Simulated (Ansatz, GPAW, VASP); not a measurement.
**One structure in several programs: Pt₃Ti (Pm-3m, 4 atoms in the cell)**

Self-consistent single point, at a second geometry (lattice scaled by 0.98). First geometry:

```
CELL_PARAMETERS angstrom
      3.92000     0.00000     0.00000
      0.00000     3.92000     0.00000
      0.00000     0.00000     3.92000
ATOMIC_POSITIONS crystal
  Ti 0.00000 0.00000 0.00000
  Pt 0.00000 0.50000 0.50000
  Pt 0.50000 0.00000 0.50000
  Pt 0.50000 0.50000 0.00000
```

Shared settings, as Ansatz (a program for electronic structure) writes them: kpoints.mp_grid.grid = 6 6 6; scf.occupations.method = fermi_dirac; scf.occupations.width = 0.0073 Ry. Potentials and cutoffs stand in the table.

```tsv
code	model	ΔF from the first geometry (meV/atom)	pressure (GPa)	cutoff
VASP	PBE, VASP's PBE PAW potentials (set 64)	76.4	22.65	300 eV
Ansatz	PBE, default PAW files	76.9	23.56	30.9 Ry
GPAW	PBE, GPAW PAW datasets PBE (gpaw-data 1.0.1)	77.1	23.53	850 eV
```

For VASP (by 0.7 GPa) the energy change implies a higher mean pressure, against the two pressures, than for the other programs: a sign of finite-basis (Pulay) stress.

On Ansatz's run: spin-orbit coupling is off. Spin polarisation is off.

The spread over the programs that give each value: ΔF from the first geometry within 0.7 meV/atom; pressure within 0.91 GPa.

Ansatz's pressure is given at a fixed set of plane waves, as the other plane-wave codes print theirs; with its correction for the finite basis it is 23.64 GPa.

VASP's run is marked for a possible Pulay error in its stress at this cutoff; no cutoff test was made.

The starting cell has typed, rounded lattice constants, without a prior relaxation at this level. For this run, on top of that: lattice scaled by 0.98.

Left out of this page: Quantum ESPRESSO, ABINIT, CP2K, Elk, FLEUR and SIESTA (not drawn, or without a comparable value).

Keys are those of Ansatz 0.2.
